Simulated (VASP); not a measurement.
Given:

```
HgLi
1.0
    3.25283     0.00000     0.00000
    0.00000     3.25283     0.00000
    0.00000     0.00000     3.25283
Li Hg
1 1
Direct
  0.50000   0.50000   0.50000
  0.00000   0.00000   0.00000
```

These are PBEsol GGA, VASP's PBE PAW potentials (set 64) (plane waves; VASP) values and carry that method's errors. Settings: 520 eV cut-off, 10×10×10 Γ-centred mesh, first-order Methfessel-Paxton smearing of 0.10 eV, potentials Li_sv Hg.

Unless said otherwise, spin-orbit coupling is left out, though it shifts the bands of the heavy elements here.

Estimate the energy per atom (σ→0), band gap (on the k-mesh) with the smallest direct gap where there is one.

* **band gap (on the k-mesh)**: none (metal, semimetal or under 0.01 eV)
* **energy per atom (σ→0)**: -1704 meV/atom

The structure comes from a computed database's LiHg entry (Pm-3m); how it stands against other phases isn't given here. It was relaxed first. The start is the result of an earlier pass. The electron count is odd and the run is not spin-polarised, which forces a metal.
